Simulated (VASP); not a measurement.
NbB2, 3 atoms in the cell. It takes space group P6/mmm (No. 191, hexagonal). Conventional cell: a = 3.086 Å, b = 3.086 Å, c = 3.306 Å, α = 90.00°, β = 90.00°, γ = 120.00°. Nb (site symmetry 6/mmm) is surrounded by 12 B at 2.43 Å. B (site symmetry -6m2) has 3 B at 1.78 Å as nearest neighbours. 

```yaml
Program: VASP 6.6.1
Task: single point
Functional: PBEsol
Potentials_or_basis: VASP PAW PBE potentials, release 64 (Nb_sv, B)
Cutoff: 520 eV
k_mesh: 6 × 6 × 4
Occupations: gaussian, width 0.1 eV
Spin: no spin polarisation
Further_INCAR_settings: ALGO = Fast; EDIFF = 1e-07; NBANDS = 16
```

Potentials or basis: VASP PAW PBE potentials, release 64 (Nb_sv, B).

Command:

```bash
$ cat potpaw_PBE.64/Nb_sv/POTCAR potpaw_PBE.64/B/POTCAR > POTCAR
$ mpirun -np 1 vasp_std > vasp.out
```

Hardware: 1 thread of Intel(R) Xeon(R) Platinum 8488C (Sapphire Rapids), with other jobs on the host.

Q: How long does it take, and how much memory?

A: It took 13 s on 1 thread of Intel(R) Xeon(R) Platinum 8488C (Sapphire Rapids), with other jobs on the host, peak memory 0.14 GiB. Counts: scf iterations 30, k points 21.
